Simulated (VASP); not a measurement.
Sr3Pm, 8 atoms in the cell. It takes space group P6_3/mmc (No. 194, hexagonal). The conventional cell has a = 8.180 Å, b = 8.180 Å, c = 6.564 Å, α = 90.00°, β = 90.00°, γ = 120.00°. Pm (site symmetry -6m2) is surrounded by 12 Sr at 4.00 to 4.09 Å. Around Sr (site symmetry mm2) lie 8 Sr at 3.97 to 4.21 Å and 4 Pm at 4.00 to 4.09 Å. The cell comes from a database or a generator and needn't be the stable form of this composition.

- Program: VASP 6.6.1
- Task: single point
- Functional: PBEsol
- Potentials or basis: VASP PAW PBE potentials, release 64 (Pm_3, Sr_sv), 4f in core
- Cutoff: 520 eV
- k mesh: 4 × 4 × 4
- Occupations: gaussian, width 0.05 eV
- Spin: collinear spin, ferromagnetic start
- Starting moments: [4.0, 4.0, 0.0, 0.0, 0.0, 0.0, 0.0, 0.0] μB
- Further INCAR settings: ALGO = Normal; EDIFF = 1.00e-06; NBANDS = 55

Potentials or basis: VASP PAW PBE potentials, release 64 (Pm_3, Sr_sv), 4f in core.

Run with:

```console
$ python run.py
```

Hardware: 1 thread of Intel(R) Xeon(R) 6975P-C (Granite Rapids) (shared host).

**Question.** Estimate the wall time of this run.

**Answer.** It took 11 min on 1 thread of Intel(R) Xeon(R) 6975P-C (Granite Rapids) (shared host), peak memory 0.83 GiB. Counts: scf iterations 23, k points 12.
